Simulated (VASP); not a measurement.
Output of a VASP run:

**OSZICAR**
```
       N       E                     dE             d eps       ncg     rms          rms(c)
DAV:   1     0.154741878279E+03    0.15474E+03   -0.98966E+03  2880   0.192E+03
DAV:   2    -0.110125857932E+02   -0.16575E+03   -0.15893E+03  3028   0.454E+02
DAV:   3    -0.249770755397E+02   -0.13964E+02   -0.13646E+02  3640   0.127E+02
DAV:   4    -0.256847067720E+02   -0.70763E+00   -0.70038E+00  3908   0.270E+01
DAV:   5    -0.257022854039E+02   -0.17579E-01   -0.17577E-01  3764   0.390E+00    0.197E+01
DAV:   6    -0.210337196589E+02    0.46686E+01   -0.28967E+01  3504   0.730E+01    0.667E+00
DAV:   7    -0.208094767435E+02    0.22424E+00   -0.28836E+00  3368   0.227E+01    0.542E+00
DAV:   8    -0.208784659460E+02   -0.68989E-01   -0.10888E+00  3068   0.152E+01    0.466E+00
DAV:   9    -0.207834327702E+02    0.95033E-01   -0.24333E-01  3024   0.802E+00    0.121E+00
DAV:  10    -0.207812524230E+02    0.21803E-02   -0.94986E-02  3128   0.464E+00    0.820E-01
DAV:  11    -0.207779686505E+02    0.32838E-02   -0.13659E-02  3068   0.179E+00    0.125E-01
DAV:  12    -0.207778850627E+02    0.83588E-04   -0.91613E-04  4380   0.456E-01    0.329E-02
DAV:  13    -0.207778894985E+02   -0.44357E-05   -0.66990E-05  3488   0.115E-01    0.715E-03
DAV:  14    -0.207778899272E+02   -0.42873E-06   -0.30514E-06  3040   0.188E-02
   1 F= -.20206866E+02 E0= -.20206948E+02  d E =-.202069E+02
```

OUTCAR:
```
------------------------ aborting loop because EDIFF is reached ----------------------------------------
  FORCE on cell =-STRESS in cart. coord.  units (eV):
  Direction    XX          YY          ZZ          XY          YZ          ZX
  --------------------------------------------------------------------------------------
  Total        0.5596196      0.5596196      0.5596196      0.0000000      0.0000000     -0.0000000
  in kB       49.0014379     49.0014379     49.0014379      0.0000000      0.0000000     -0.0000000
  external PRESSURE =      -0.9985621 kB  Pullay stress =      50.0000000 kB
  volume of cell :       18.30
      direct lattice vectors                 reciprocal lattice vectors
     0.000000000  2.091485689  2.091485689    -0.239064509  0.239064509  0.239064509
     2.091485689  0.000000000  2.091485689     0.239064509 -0.239064509  0.239064509
     2.091485689  2.091485689  0.000000000     0.239064509  0.239064509 -0.239064509
 POSITION                                       TOTAL-FORCE (eV/Angst)
 -----------------------------------------------------------------------------------
      0.00000      0.00000      0.00000         0.000000      0.000000      0.000000
      2.09149      2.09149      2.09149        -0.000000     -0.000000     -0.000000
 -----------------------------------------------------------------------------------
    total drift:                                0.000000     -0.000000     -0.000000
  FREE ENERGIE OF THE ION-ELECTRON SYSTEM (eV)
  ---------------------------------------------------
  free  energy   TOTEN  =       -20.7778899272 eV

  energy  without entropy=      -20.7781341257  energy(sigma->0) =      -20.77797133
  enthalpy is  TOTEN    =       -20.2068662588 eV   P V=        0.5710236684

 reached required accuracy - stopping structural energy minimisation
```
(Selected blocks of OUTCAR.)

### POSCAR
```
TiN
1
    0.0000000000     2.0914856895     2.0914856895
    2.0914856895     0.0000000000     2.0914856895
    2.0914856895     2.0914856895    -0.0000000000
Ti N
1 1
Direct
  0.0000000000   0.0000000000   0.0000000000
  0.5000000000   0.5000000000   0.5000000000
```

Reconstruct the remaining input files.

One answer among several that fit: the input of the run itself, PBEsol GGA, plane waves, VASP's PBE PAW potentials (set 64).

**KPOINTS**
```
Automatic mesh
0
G
  15 15 15
```

**INCAR**
```
! general
SYSTEM   =  TiN
PREC     =  Accurate
ENCUT    =  620
LREAL    =  .FALSE.
LASPH    =  .TRUE.

! electronic loop
EDIFF    =  1E-6   ! SCF stop (eV)
NELM     =  100   ! most electronic steps
ALGO     =  Normal   ! blocked Davidson
LMAXMIX  =  4   ! l cut-off of mixed one-centre charges

! smearing
ISMEAR   =  1   ! Methfessel-Paxton
SIGMA    =  0.1   ! width (eV)

! functional
GGA      =  PS

! ions
IBRION   =  2
NSW      =  40   ! most ionic steps
ISIF     =  3   ! ions, shape and volume
EDIFFG   =  -0.02   ! ionic stop
PSTRESS  =  50

! output
LWAVE    =  .FALSE.
LCHARG   =  .FALSE.
```

POTCAR, in this order: Ti_sv N (PBE.64 set). Program: vasp_std.

The compound is TiN in the rock salt structure. It was relaxed first under an external pressure of 5 GPa. The electron count is odd and the run is not spin-polarised, which forces a metal.
